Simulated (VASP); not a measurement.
All values below come from LDA (Ceperley-Alder, Perdew-Zunger), VASP's LDA PAW potentials (set 64) (plane waves; VASP 6.6.1).

VASP input:

### KPOINTS
```
Automatic mesh
0
Gamma
6 6 6
0 0 0
```

File POSCAR:
```
KZnF3
1
    3.9794619424     0.0000000000     0.0000000000
    0.0000000000     3.9794619424     0.0000000000
    0.0000000000     0.0000000000     3.9794619424
K Zn F
1 1 3
Direct
  0.0000000000   0.0000000000   0.0000000000
  0.5000000000   0.5000000000   0.5000000000
  0.5000000000   0.0000000000   0.5000000000
  0.0000000000   0.5000000000   0.5000000000
  0.5000000000   0.5000000000   0.0000000000
```

**INCAR**
```
SYSTEM = KZnF3
PREC = Accurate
ENCUT = 620
EDIFF = 1E-6
NELM = 100
ALGO = Normal
LREAL = .FALSE.
LASPH = .TRUE.
ISMEAR = 0
SIGMA = 0.05
LMAXMIX = 4
LWAVE = .FALSE.
LCHARG = .FALSE.
IBRION = 2
ISIF = 3
NSW = 40
EDIFFG = -0.02
```

POTCAR, in this order: K_sv Zn F (LDA.64 set). Program: vasp_std.

Problem. Predict the energy per atom (σ→0), band gap (on the k-mesh).

Solution. 
```json
{
  "energy per atom (σ→0)": "-446.0 kJ/mol of atoms",
  "band gap (on the k-mesh)": "3.74 eV"
}
```

**OSZICAR**
```
...
DAV:  10    -0.231136957358E+02    0.62424E-02   -0.83274E-02  1461   0.751E+00    0.228E-01
DAV:  11    -0.231137649994E+02   -0.69264E-04   -0.11094E-02  1056   0.107E+00    0.121E-01
DAV:  12    -0.231137623350E+02    0.26644E-05   -0.59932E-04  1327   0.219E-01    0.923E-02
DAV:  13    -0.231136226169E+02    0.13972E-03   -0.57860E-04  1502   0.872E-01    0.257E-02
DAV:  14    -0.231136273989E+02   -0.47821E-05   -0.19732E-04  1070   0.105E-01    0.116E-02
DAV:  15    -0.231136258634E+02    0.15355E-05   -0.10469E-05  1342   0.800E-02    0.696E-03
DAV:  16    -0.231136254587E+02    0.40471E-06   -0.25547E-06   802   0.150E-02
   1 F= -.23113625E+02 E0= -.23113625E+02  d E =-.231136E+02
```

The compound is KZnF3 in the cubic perovskite structure. It was relaxed first, which changed the volume by -5 %.
